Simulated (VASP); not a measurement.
Computed with vdW-DF2, VASP's PBE PAW potentials (set 64) (plane waves; VASP).

A VASP calculation is set up with these files.

### INCAR
```
SYSTEM = P
PREC = Accurate
ENCUT = 520
EDIFF = 1E-7
NELM = 100
ALGO = Normal
LREAL = .FALSE.
LASPH = .TRUE.
ISMEAR = -5
GGA = ML
ZAB_VDW = -1.8867
LUSE_VDW = .TRUE.
AGGAC = 0.0
LWAVE = .FALSE.
LCHARG = .TRUE.
LORBIT = 11
NEDOS = 601
ISIF = 2
LEFG = .TRUE.
```

**KPOINTS**
```
Automatic mesh
0
Gamma
8 8 5
0 0 0
```

**POSCAR**
```
P
1
    1.6978845536    -5.6382034905     0.0000000000
    1.6978845536     5.6382034905     0.0000000000
    0.0000000000     0.0000000000     4.7315757130
P
4
Direct
  0.0956069611   0.9043930389   0.9098480779
  0.4043930389   0.5956069611   0.4098480779
  0.5956069611   0.4043930389   0.5901519221
  0.9043930389   0.0956069611   0.0901519221
```

POTCAR, in this order: P (PBE.64 set). Program: vasp_std.

### Question
Estimate the energy per atom (σ→0), band gap (on the k-mesh).

### Answer

```json
{
  "energy per atom (σ→0)": "-3.573 eV/atom",
  "band gap (on the k-mesh)": "0.47 eV"
}
```

### OSZICAR
```
...
DAV:   7    -0.142950233217E+02    0.12448E-01   -0.36342E-01  2082   0.364E+00    0.576E-01
DAV:   8    -0.142925054702E+02    0.25179E-02   -0.20763E-02  2136   0.933E-01    0.136E-01
DAV:   9    -0.142927574518E+02   -0.25198E-03   -0.81581E-04  2436   0.248E-01    0.725E-02
DAV:  10    -0.142928034689E+02   -0.46017E-04   -0.57346E-05  2370   0.699E-02    0.312E-02
DAV:  11    -0.142928224755E+02   -0.19007E-04   -0.34987E-05  2124   0.663E-02    0.702E-03
DAV:  12    -0.142928228312E+02   -0.35572E-06   -0.13817E-06  2418   0.727E-03    0.313E-03
DAV:  13    -0.142928227660E+02    0.65227E-07   -0.22308E-07  1662   0.508E-03
   1 F= -.14292823E+02 E0= -.14292823E+02  d E =0.000000E+00
```

The compound is P in the black structure. It was relaxed first, which changed the volume by +19 %.
